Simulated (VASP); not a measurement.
Consider the following.

```yaml
crystal:
  lattice:
    - [-0.00601, 2.40500, 2.40500]
    - [2.39899, 0.00000, 2.39899]
    - [2.40500, 2.40500, -0.00601]
  atoms:
    - { symbol: Ca, position: [0.00000, 0.00000, 0.00000] }
    - { symbol: O, position: [0.50000, 0.50000, 0.50000] }
```

Method: r2SCAN meta-GGA, VASP's PBE PAW potentials (set 64) (plane waves; VASP). Settings: 600 eV cut-off, 10×10×10 Γ-centred mesh, Gaussian smearing of 0.050 eV, potentials Ca_sv O.

Question: Estimate the energy per atom (σ→0).

Answer: 
| Property | Result |
|---|---|
| energy per atom (σ→0) | -9.729 eV/atom |

The absolute energy has meaning only against runs of the same code, potentials and settings.

The compound is CaO in the rock salt structure. This cell was strained or had an atom moved on purpose.
